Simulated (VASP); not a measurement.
Here is the system:

```
KBr
1.0
    0.00000     3.19061     3.19061
    3.19061     0.00000     3.19061
    3.19061     3.19061     0.00000
K Br
1 1
Direct
  0.00000   0.00000   0.00000
  0.50000   0.50000   0.50000
```

Computed with LDA (Ceperley-Alder, Perdew-Zunger), VASP's LDA PAW potentials (set 64) (plane waves; VASP 6.6.1). Run with 520 eV cut-off, Gaussian smearing of 0.050 eV, potentials K_sv Br.

Task: What does the run give for the band gap (along the path) with the smallest direct gap where there is one?

Result: 
| Item | Result |
|---|---|
| band gap (along the path) | 4.32 eV |
| smallest direct gap (along the path) | 4.32 eV |

Only differences to runs with the same potentials and settings are physical.

The compound is KBr in the rock salt structure. It was relaxed first, which changed the volume by -10 %.
